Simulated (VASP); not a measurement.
VASP ran on this input.

### INCAR
```
# general
SYSTEM =MoSi2
PREC   =Accurate
ENCUT  =500
LREAL  =.False.
LASPH  =.True.

# electronic loop
EDIFF  =1E-6
NELM   =100
ALGO   =Normal
LMAXMIX=4

# smearing
ISMEAR =1
SIGMA  =0.1

# ions
IBRION =2
NSW    =40
ISIF   =3
EDIFFG =-0.02
PSTRESS=450

# output
LWAVE  =.False.
LCHARG =.False.
```

### KPOINTS
```
Automatic
0
Gamma
14 14 14
```

File POSCAR:
```
MoSi2
1.0
 -1.5074874809   1.5074874809   3.7356613406
  1.5074874809  -1.5074874809   3.7356613406
  1.5074874809   1.5074874809  -3.7356613406
Si Mo
2 1
Direct
  0.6667142922   0.6667142922   0.0000000000
  0.3332857078   0.3332857078   0.0000000000
  0.0000000000   0.0000000000   0.0000000000
```

POTCAR, in this order: Si Mo_sv (LDA.64 set). Program: vasp_std.

**Question.** Write an equivalent input for Ansatz.

**Answer.** One equivalent input (not run):
Ansatz 0.2 input:
```yaml
crystal:
  lattice:
    - [-1.5074875, 1.5074875, 3.7356613]
    - [1.5074875, -1.5074875, 3.7356613]
    - [1.5074875, 1.5074875, -3.7356613]
  atoms:
    - { symbol: Si, position: [0.6667143, 0.6667143, 0.0000000] }
    - { symbol: Si, position: [0.3332857, 0.3332857, 0.0000000] }
    - { symbol: Mo, position: [0.0000000, 0.0000000, 0.0000000] }
kpoints:
  mp_grid: { grid: [14, 14, 14] }
hamiltonian:
  xc: lda
  pseudopotentials: { kind: paw }
scf:
  occupations: { method: methfessel_paxton, width: 0.1 }
  max_iter: 100
relax:
  max_steps: 40
  f_tol: 0.02
  cell: { p_target: 45 }
output: { forces: true, stress: true, eigenvalues: true }
```
The two are equivalent in intent, not identical: each code has its own PAW files, so the cut-off isn't converted (ENCUT is set for VASP's; basis.ecutwfc is left out, and Ansatz then takes the one that its files recommend); Ansatz stops its SCF on the density residual and VASP on the energy change (EDIFF); Ansatz's lda is the Perdew-Wang form, while the LDA potentials of VASP carry Perdew-Zunger's.

The compound is MoSi2 in the MoSi2 type structure. It was relaxed first under an external pressure of 45 GPa.
